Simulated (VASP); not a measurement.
A cell of WSi$_{2}$ (MoSi2 type) near equilibrium:

```xyz
3
Lattice="-1.6018 1.6018 3.9119 1.6018 -1.6018 3.9119 1.6018 1.6018 -3.9119" Properties=species:S:1:pos:R:3 pbc="T T T"
Si     0.0000     0.0000     5.2071
Si     0.0000     0.0000     2.6167
W      0.0000     0.0000     0.0000
```

The numbers are results of PBEsol GGA, VASP's PBE PAW potentials (set 64) (plane waves; VASP), not measurements.

```json
[
 {"run": "as it is", "ΔE (meV/atom)": "0.0", "σxx": "0.02", "σyy": "0.02", "σzz": "-0.21", "largest shear component, with its sign (GPa)": "0.00", "largest force (eV/Å)": "0.009"},
 {"run": "after one change", "ΔE (meV/atom)": "22.6", "σxx": "3.37", "σyy": "3.37", "σzz": "18.98", "largest shear component, with its sign (GPa)": "0.00", "largest force (eV/Å)": "0.080"}
]
```
Stress is in GPa, positive when the cell is compressed.

Task: Which change was made?
A. isotropic strain of +4.0 % with the ions relaxed
B. isotropic strain of +0.5 %
C. biaxial strain of +1.0 % in the xz plane with the ions relaxed
D. uniaxial strain of -3.0 % along z

Result: D, uniaxial strain of -3.0 % along z

The compound is WSi2 in the MoSi2 type structure.
